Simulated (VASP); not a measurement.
```xyz
2
Lattice="4.3646 0.0000 0.0000 0.0000 4.3646 0.0000 0.0000 0.0000 4.3646" Properties=species:S:1:pos:R:3 pbc="T T T"
Cs     0.0000     0.0000     0.0000
I      2.1823     2.1823     2.1823
```

These are LDA (Ceperley-Alder, Perdew-Zunger), VASP's LDA PAW potentials (set 64) (plane waves; VASP 6.6.1) values and carry that method's errors. Run with 520 eV cut-off, 6×6×6 Γ-centred mesh, Gaussian smearing of 0.050 eV, potentials Cs_sv I.

Unless said otherwise, spin-orbit coupling is left out, though it shifts the bands of the heavy elements here.

Task: Estimate the energy per atom (σ→0), band gap (on the k-mesh) with the smallest direct gap where there is one.

Result: 
- band gap (on the k-mesh) = 3.72 eV
- smallest direct gap (on the k-mesh) = 3.77 eV
- energy per atom (σ→0) = -298.3 kJ/mol of atoms

The compound is CsI in the CsCl type structure. This cell is one point of a volume scan, at 0.97 of the reference volume.
